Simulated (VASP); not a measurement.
Wanted: the native input for a VASP 6.6.1 run.

* Task: band structure
* Functional: rev-vdW-DF2
* Potentials or basis: VASP PAW PBE potentials, release 64 (Ni, Mo_sv, Pd, Ir, W_sv)
* Cutoff: 520 eV
* k mesh: 11 × 11 × 3
* Occupations: fermi-dirac, width 0.05 eV
* Spin: collinear spin, ferromagnetic start
* Starting moments: [1.0, 1.0, 0.0, 0.6, 0.0] μB
* Further INCAR settings: ALGO = Normal; EDIFF = 1e-06

The system is NiMoIrPdW.

```xyz
5
Lattice="2.7486 0.0000 0.0000 -1.3743 2.3803 0.0000 0.0000 0.0000 11.2555" Properties=species:S:1:pos:R:3 pbc="T T T"
Ni   -1.3743    2.3803    7.9912
Mo    1.3743    0.7934    3.3272
Pd    1.3743    0.7934   10.1105
Ir   -1.3743    2.3803    1.1735
W     1.3743    0.7934    5.9604
```

The cell was built by a generator and needn't be a form met in nature.

One way to write it, as run:

POSCAR

```
NiMoIrPdW                               
1.0
    2.7485833985     -0.0000047676     -0.0000009706
   -1.3742958281      2.3803351242      0.0000009706
   -0.0000040443      0.0000023349     11.2554989139
  Ni              Mo              Pd              Ir              W             
     1     1     1     1     1
Direct
     0.0000008757392362    0.9999991242607420    0.7099813539006895
     0.6666692493661404    0.3333307506338994    0.2956039151783100
     0.6666692470248520    0.3333307529751665    0.8982736639585516
     0.0000013739813925    0.9999986260185578    0.1042621157786867
     0.6666692538883894    0.3333307461116239    0.5295589511837567
```

INCAR.step1

```
AGGAC = 0.0
ALGO = Normal
EDIFF = 1E-6
ENCUT = 520
GGA = MK
ISIF = 2
ISMEAR = -1
ISPIN = 2
KPAR = 4
LASPH = True
LCHARG = True
LMAXMIX = 4
LORBIT = 11
LREAL = False
LUSE_VDW = True
LWAVE = False
MAGMOM = 1 1 0 0.6 0
NELM = 100
PARAM1 = 0.1234
PARAM2 = 0.711357
PREC = Accurate
SIGMA = 0.05
ZAB_VDW = -1.8867
```

KPOINTS.step1

```
k-points
0
Gamma
  11 11 3
```

INCAR.step2

```
AGGAC = 0.0
ALGO = Normal
EDIFF = 1E-6
ENCUT = 520
GGA = MK
ICHARG = 11
ISIF = 2
ISMEAR = 0
ISPIN = 2
KPAR = 4
LASPH = True
LCHARG = False
LMAXMIX = 4
LORBIT = 11
LREAL = False
LUSE_VDW = True
LWAVE = False
MAGMOM = 1 1 0 0.6 0
NELM = 100
PARAM1 = 0.1234
PARAM2 = 0.711357
PREC = Accurate
SIGMA = 0.05
ZAB_VDW = -1.8867
```

KPOINTS.step2

```
path GMKGALHA,LM,KH
10
line-mode
reciprocal
 0.0000000000  0.0000000000  0.0000000000  G
 0.5000000000  0.0000000000  0.0000000000  M

 0.5000000000  0.0000000000  0.0000000000  M
 0.3333333333  0.3333333333  0.0000000000  K

 0.3333333333  0.3333333333  0.0000000000  K
 0.0000000000  0.0000000000  0.0000000000  G

 0.0000000000  0.0000000000  0.0000000000  G
 0.0000000000  0.0000000000  0.5000000000  A

 0.0000000000  0.0000000000  0.5000000000  A
 0.5000000000  0.0000000000  0.5000000000  L

 0.5000000000  0.0000000000  0.5000000000  L
 0.3333333333  0.3333333333  0.5000000000  H

 0.3333333333  0.3333333333  0.5000000000  H
 0.0000000000  0.0000000000  0.5000000000  A

 0.5000000000  0.0000000000  0.5000000000  L
 0.5000000000  0.0000000000  0.0000000000  M

 0.3333333333  0.3333333333  0.0000000000  K
 0.3333333333  0.3333333333  0.5000000000  H
```

Potentials or basis: VASP PAW PBE potentials, release 64 (Ni, Mo_sv, Pd, Ir, W_sv).

Command:

```bash
$ cat potpaw_PBE.64/Ni/POTCAR potpaw_PBE.64/Mo_sv/POTCAR potpaw_PBE.64/Pd/POTCAR potpaw_PBE.64/Ir/POTCAR potpaw_PBE.64/W_sv/POTCAR > POTCAR
$ cp INCAR.step1 INCAR
$ cp KPOINTS.step1 KPOINTS
$ mpirun -np 4 vasp_std > vasp.out
$ cp INCAR.step2 INCAR
$ cp KPOINTS.step2 KPOINTS
$ mpirun -np 4 vasp_std > vasp.out
```

Results of the run:

```json
{
 "Band gap along the path": "none (metal or under the smearing width)",
 "Net moment": "0.00 μB per cell"
}
```

Caveat: the log is that of the step along the path at fixed density, whose energy, stress, charges and moments have no meaning; spin-orbit coupling is left out, which moves the levels of the heavy elements.

Run time: 2.8 min on 4 MPI ranks on Intel(R) Xeon(R) 6975P-C (Granite Rapids), with other jobs on the host, peak memory 0.72 GiB a rank.
